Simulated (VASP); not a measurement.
# Quasiparticle energies of NaCl in VASP, part 3 of 6

Aim: the quasiparticle gap of NaCl, and what it costs to get it. The cell is of the rock-salt type, one of the forms listed for this formula, which need not be the common one. The start is a cell from a database of measured crystal structures.

VASP 6.6.1, plane waves and PAW; the level of theory is named at each step.

So far, gap on the k-mesh (eV): step 3 (empty bands, functional PBE) 5.16.

The database entry behind the starting cell differs from later determinations by our own check (an axis about 0.4 % short against later determinations), so it need not match the best structure at ambient conditions.

### Step 4. evGW0 (continued)

Level of this step: evGW0 on PBE; plane waves and PAW (Na_sv_GW, Cl_GW) (VASP).

Parts of OUTCAR (step 4):

```text
The static configuration has the point symmetry O_h .

 Found     16 irreducible k-points:

   k-points           NKPTS =     16   k-points in BZ     NKDIM =    216   number of bands    NBANDS=    288

   NELECT =      16.0000    total number of electrons

 E-fermi :   1.7024

 QP shifts <psi_nk| G(iteration)W_0 |psi_nk>: iteration 1
 for sc-GW calculations column KS-energies equals QP-energies in previous step
 and V_xc(KS)=  KS-energies - (<T + V_ion + V_H > + <T+V_H+V_ion>^1  + <V_x>^1)
 k-point   1 :       0.0000    0.0000    0.0000
  band No.  KS-energies  QP-energies   sigma(KS)   V_xc(KS)     V^pw_x(r,r')   Z            occupation Imag(sigma)
    ...
      5     -13.5584     -15.2922     -17.4020     -14.9637     -24.2366       0.7110       2.0000       1.6809
      6      -0.8754      -2.9901     -17.1952     -14.5356     -18.8681       0.7951       2.0000       0.1829
      7      -0.8754      -2.9901     -17.1952     -14.5356     -18.8681       0.7951       2.0000       0.1829
      8      -0.8754      -2.9901     -17.1952     -14.5356     -18.8681       0.7951       2.0000       0.1829
      9       4.2803       5.1272      -7.1717      -8.1647      -4.1182       0.8528       0.0000      -0.1502
     10      10.1739      11.3528      -6.9063      -8.3076      -3.5249       0.8412       0.0000      -0.1967
     11      10.1739      11.3528      -6.9063      -8.3076      -3.5249       0.8412       0.0000      -0.1967
     12      10.1739      11.3528      -6.9063      -8.3076      -3.5249       0.8412       0.0000      -0.1967
    ...

 k-point   2 :       0.1667    0.0000    0.0000
  band No.  KS-energies  QP-energies   sigma(KS)   V_xc(KS)     V^pw_x(r,r')   Z            occupation Imag(sigma)
    ...
      5     -13.4760     -15.2033     -17.5084     -15.0784     -24.3236       0.7109       2.0000       1.6547
      6      -1.4842      -3.6455     -16.3752     -13.6419     -18.0975       0.7907       2.0000       0.1967
      7      -0.9458      -3.0749     -17.1177     -14.4401     -18.8032       0.7951       2.0000       0.1848
      8      -0.9458      -3.0749     -17.1177     -14.4401     -18.8032       0.7951       2.0000       0.1848
      9       5.0980       5.9857      -7.6891      -8.7392      -4.5933       0.8453       0.0000      -0.1563
     10       9.4182      10.4619      -6.7688      -8.0117      -3.4376       0.8397       0.0000      -0.1978
     11      10.4557      11.6691      -7.0899      -8.5378      -3.6609       0.8381       0.0000      -0.2043
     12      10.4557      11.6691      -7.0899      -8.5378      -3.6609       0.8381       0.0000      -0.2043
    ...

 k-point   3 :       0.3333    0.0000    0.0000
  band No.  KS-energies  QP-energies   sigma(KS)   V_xc(KS)     V^pw_x(r,r')   Z            occupation Imag(sigma)
    ...
      5     -13.3037     -15.0217     -17.7358     -15.3249     -24.5115       0.7126       2.0000       1.6018
      6      -2.4278      -4.7238     -15.5528     -12.6471     -17.4513       0.7901       2.0000       0.2305
      7      -1.0802      -3.2330     -16.9786     -14.2670     -18.6891       0.7939       2.0000       0.1886
      8      -1.0802      -3.2330     -16.9786     -14.2670     -18.6891       0.7939       2.0000       0.1886
      9       6.2036       7.1051      -7.2457      -8.3115      -4.1302       0.8459       0.0000      -0.1655
     10       9.2425      10.3563      -7.9242      -9.2697      -4.4049       0.8278       0.0000      -0.2222
     11      10.2717      11.5769      -7.5483      -9.1049      -4.1478       0.8385       0.0000      -0.2012
     12      10.2717      11.5769      -7.5483      -9.1049      -4.1478       0.8385       0.0000      -0.2012
    ...

 QP shifts <psi_nk| G(iteration)W_0 |psi_nk>: iteration 2
 k-point   1 :       0.0000    0.0000    0.0000
  band No. old QP-enery  QP-energies   sigma(KS)   T+V_ion+V_H  V^pw_x(r,r')   Z            occupation Imag(sigma)
    ...
      5     -15.2922     -15.8065     -17.4213       1.4052     -24.2366       0.7105       2.0000       1.5779
      6      -2.9901      -3.3321     -17.0776      13.6602     -18.8681       0.8005       2.0000       0.1874
      7      -2.9901      -3.3321     -17.0776      13.6602     -18.8681       0.8005       2.0000       0.1874
      8      -2.9901      -3.3321     -17.0776      13.6602     -18.8681       0.8005       2.0000       0.1874
      9       5.1272       5.2189      -7.2108      12.4450      -4.1182       0.8567       0.0000      -0.1521
     10      11.3528      11.4790      -6.9788      18.4815      -3.5249       0.8416       0.0000      -0.2025
     11      11.3528      11.4790      -6.9788      18.4815      -3.5249       0.8416       0.0000      -0.2025
     12      11.3528      11.4790      -6.9788      18.4815      -3.5249       0.8416       0.0000      -0.2025
    ...

 QP shifts <psi_nk| G(iteration)W_0 |psi_nk>: iteration 3
 k-point   1 :       0.0000    0.0000    0.0000
  band No. old QP-enery  QP-energies   sigma(KS)   T+V_ion+V_H  V^pw_x(r,r')   Z            occupation Imag(sigma)
    ...
      5     -15.8065     -15.9335     -17.3903       1.4052     -24.2366       0.7110       2.0000       1.6108
      6      -3.3321      -3.3909     -17.0657      13.6602     -18.8681       0.8011       2.0000       0.1879
      7      -3.3321      -3.3909     -17.0657      13.6602     -18.8681       0.8011       2.0000       0.1879
      8      -3.3321      -3.3909     -17.0657      13.6602     -18.8681       0.8011       2.0000       0.1879
      9       5.2189       5.2276      -7.2159      12.4450      -4.1182       0.8567       0.0000      -0.1520
     10      11.4790      11.4919      -6.9873      18.4815      -3.5249       0.8416       0.0000      -0.2031
     11      11.4790      11.4919      -6.9873      18.4815      -3.5249       0.8416       0.0000      -0.2031
     12      11.4790      11.4919      -6.9873      18.4815      -3.5249       0.8416       0.0000      -0.2031
    ...

 QP shifts <psi_nk| G(iteration)W_0 |psi_nk>: iteration 4
 k-point   1 :       0.0000    0.0000    0.0000
  band No. old QP-enery  QP-energies   sigma(KS)   T+V_ion+V_H  V^pw_x(r,r')   Z            occupation Imag(sigma)
    ...
      5     -15.9335     -15.9622     -17.3791       1.4052     -24.2366       0.7115       2.0000       1.6248
      6      -3.3909      -3.4018     -17.0646      13.6602     -18.8681       0.8012       2.0000       0.1878
      7      -3.3909      -3.4018     -17.0646      13.6602     -18.8681       0.8012       2.0000       0.1878
      8      -3.3909      -3.4018     -17.0646      13.6602     -18.8681       0.8012       2.0000       0.1878
      9       5.2276       5.2278      -7.2171      12.4450      -4.1182       0.8567       0.0000      -0.1521
     10      11.4919      11.4929      -6.9884      18.4815      -3.5249       0.8416       0.0000      -0.2032
     11      11.4919      11.4929      -6.9884      18.4815      -3.5249       0.8416       0.0000      -0.2032
     12      11.4919      11.4929      -6.9884      18.4815      -3.5249       0.8416       0.0000      -0.2032
    ...

[... 7 parts as in an earlier step ...]

[... 26 further parts left out ...]
```

Numbers from this step:

* quasiparticle gap on the mesh: 8.630 eV
* smallest direct quasiparticle gap on the mesh: 8.630 eV
* gap of the starting orbitals on the mesh: 5.156 eV

QP gap by iteration, by row:

| iteration | gap (eV) | direct gap (eV) |
| --- | --- | --- |
| 1 | 8.117 | 8.117 |
| 2 | 8.551 | 8.551 |
| 3 | 8.618 | 8.618 |
| 4 | 8.63 | 8.63 |

GW takes the gap from 5.156 to 8.630 eV. The last pass still moved it by +11 meV. The value holds for 288 bands, ENCUTGW = 200 eV and this mesh, and isn't shown to be converged in them.

(Continued in part 4 of 6.)

[Lines on the potential files, build, host, timing and source positions are cut from VASP's logs without a mark.]

[Logs are printed without paths, hosts, clocks, repeated set-up lines and the standing remarks that a program may print on its own settings, such as how far it seeks lower states.]

[Hosts, paths, dates, database ids (printed as entryN), source tags and the programs' standing remarks are cut or masked in the printed files.]

[Pressures printed for these runs are not shown converged in the cutoff: they can be off by several GPa and have the wrong sign.]

[In band tables of VASP the shares of atoms and orbitals are scaled to a sum of 1 inside the atoms' spheres.]
